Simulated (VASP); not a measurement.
**Au: relaxation of cell and atoms with RPBE**

Au:

```
Au
1.0
     0.00000    2.05850    2.05850
     2.05850    0.00000    2.05850
     2.05850    2.05850    0.00000
Au
1
Cartesian
  0.0000 0.0000 0.0000
```

| Property | Result |
| --- | --- |
| Program | VASP 6.6.1 |
| Task | relaxation of cell and atoms |
| Functional | RPBE |
| Potentials or basis | VASP PAW PBE potentials, release 64 (Au) |
| Cutoff | 600 eV |
| k mesh | 18 × 18 × 18 |
| Occupations | gaussian, width 0.1 eV |
| Spin | no spin polarisation |
| Further INCAR settings | ALGO = Fast; EDIFF = 1e-07; IBRION = 2; EDIFFG = -0.005; NSW = 90; ISIF = 3 |

```json
{"Relaxed volume": "18.47 Å³/atom", "Relaxed cell": "a = 2.967 Å, b = 2.967 Å, c = 2.967 Å, α = 60.00°, β = 60.00°, γ = 60.00°", "Space group after relaxing (to 0.05 Å)": "Fm-3m (No. 225)", "Energy gained by relaxing": "25.0 meV/atom", "Ionic steps": "16", "Pressure after relaxing": "0.0 GPa", "Band gap on the k mesh": "none (metal or under the smearing width)"}
```

Step by step:
```tsv
step	energy change (eV)	largest force (eV/Å)	pressure (GPa)	volume (Å³)
1	0.0000	0.0000	8.35	17.45
2	0.0076	0.0000	-6.91	19.84
3	-0.0250	0.0000	-0.09	18.49
4	-0.0250	0.0000	0.05	18.46
5	-0.0250	0.0000	0.05	18.46
6	-0.0250	0.0000	0.05	18.46
7	-0.0250	0.0000	0.05	18.46
8	-0.0250	0.0000	0.05	18.46
9	-0.0250	0.0000	0.05	18.46
10	-0.0250	0.0000	0.05	18.46
11	-0.0250	0.0000	0.05	18.46
12	-0.0250	0.0000	0.05	18.47
13	-0.0250	0.0000	0.05	18.47
14	-0.0250	0.0000	0.05	18.47
15	-0.0250	0.0000	0.05	18.47
16	-0.0250	0.0000	0.03	18.47
```

Final structure:
```cif
data_structure
_symmetry_space_group_name_H-M 'P 1'
_symmetry_Int_Tables_number 1
_cell_length_a 2.9669
_cell_length_b 2.9669
_cell_length_c 2.9669
_cell_angle_alpha 60.000
_cell_angle_beta 60.000
_cell_angle_gamma 60.000
_cell_volume 18.47
loop_
_atom_site_label
_atom_site_type_symbol
_atom_site_fract_x
_atom_site_fract_y
_atom_site_fract_z
_atom_site_occupancy
Au1 Au 0.00000 0.00000 0.00000 1
```

Levels at points of the mesh, in eV from the Fermi level:
| k point | band 3 | band 4 | band 5 | band 6 | band 7 | band 8 | band 9 |
| --- | --- | --- | --- | --- | --- | --- | --- |
| (0.00, 0.00, 0.00) | -4.24 | -4.24 | -2.93 | -2.93 | 14.64 | 18.21 | 18.21 |
| (0.50, 0.00, 0.00) | -4.27 | -1.90 | -1.90 | -0.51 | 2.73 | 14.08 | 16.61 |
| (0.50, 0.50, 0.00) | -1.94 | -1.62 | -1.62 | 1.33 | 5.23 | 9.87 | 9.87 |

Wall time 61 s on 1 thread of Intel(R) Xeon(R) 6975P-C (Granite Rapids), with other jobs on the host, peak memory 0.18 GiB.

Caveat: the PAW data sets were made with another functional, which shifts forces and pressure a little. The run has no spin-orbit coupling, so splittings on Au are missing.
